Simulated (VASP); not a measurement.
```
CELL_PARAMETERS angstrom
      5.03197     2.50978     2.50978
      2.50978     5.03197     2.50978
      2.50978     2.50978     5.03197
ATOMIC_POSITIONS crystal
  Mn 0.00000 0.00000 0.00000
  Mn 0.50000 0.50000 0.50000
  S  0.25000 0.25000 0.25000
  S  0.75000 0.75000 0.75000
```
Starting moments (μB, in the order of the record's atoms Mn Mn S S): 5.0 -5.0 0.0 0.0.

The numbers are results of PBEsol GGA, VASP's PBE PAW potentials (set 64) (plane waves; VASP), not measurements. Numerical set-up: 520 eV cut-off, 7×7×7 Γ-centred mesh, Gaussian smearing of 0.050 eV, potentials Mn_pv S.

Q: Estimate the cell moment, energy per atom (σ→0).

A: 
```json
{
 "cell_moment": "0.00 μB",
 "energy per atom (σ→0)": "-7.529 eV/atom"
}
```

Q: Give the moment on each site (PAW-sphere projection).

A: 
```csv
site,moment (μB)
Mn1,4.04
Mn2,-4.04
S3,0.00
S4,0.00
```

Total energies compare only between runs with the same potentials, cut-off and functional.

The compound is MnS in the rock salt, AFM-II order structure. It was relaxed first, which changed the volume by -10 %. The start is the result of an earlier pass.
